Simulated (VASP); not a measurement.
Here is the system:

```xyz
3
Lattice="1.8157 -3.1449 0.0000 1.8157 3.1449 0.0000 0.0000 0.0000 5.6942" Properties=species:S:1:pos:R:3 pbc="T T T"
Sn     0.0000     0.0000     0.0000
S      1.8157     1.0483     1.4669
S      1.8157    -1.0483     4.2273
```

Method: LDA (Ceperley-Alder, Perdew-Zunger), VASP's LDA PAW potentials (set 64) (plane waves; VASP 6.6.1). Settings: 520 eV cut-off, Gaussian smearing of 0.050 eV, potentials Sn_d S.

Unless said otherwise, spin-orbit coupling is left out, though it shifts the bands of the heavy elements here.

**Question.** Give the energies of bands 8 to 16 at the high-symmetry points, in eV from the valence-band maximum.

**Answer.** 
| band | Γ | M | K | A | L | H |
|---|---|---|---|---|---|---|
| 8 | -6.11 | -7.17 | -7.58 | -4.69 | -7.41 | -7.47 |
| 9 | -0.85 | -4.62 | -3.78 | -2.36 | -5.26 | -4.49 |
| 10 | -0.85 | -3.16 | -3.78 | -0.97 | -2.62 | -4.49 |
| 11 | -0.59 | -2.86 | -3.46 | -0.97 | -1.96 | -3.99 |
| 12 | -0.59 | -1.44 | -1.84 | -0.39 | -1.01 | -0.42 |
| 13 | -0.01 | -0.43 | -1.84 | -0.39 | -0.94 | -0.42 |
| 14 | 1.61 | 1.52 | 1.55 | 2.97 | 1.25 | 2.93 |
| 15 | 3.27 | 4.10 | 6.82 | 3.37 | 4.30 | 4.96 |
| 16 | 5.16 | 5.46 | 6.82 | 4.80 | 5.14 | 4.96 |

The gap is indirect, 1.11 eV, from the valence maximum at K-Γ at 0.89 to the conduction minimum at L-M at 0.33.

Measured: gap 2.18 eV (computed value off by -1.07 eV), as given by Joseph M. Gonzalez et al., Physical Review B (2016), arXiv:1609.04381.

The compound is SnS2 in the 1T layered structure. It was relaxed first.
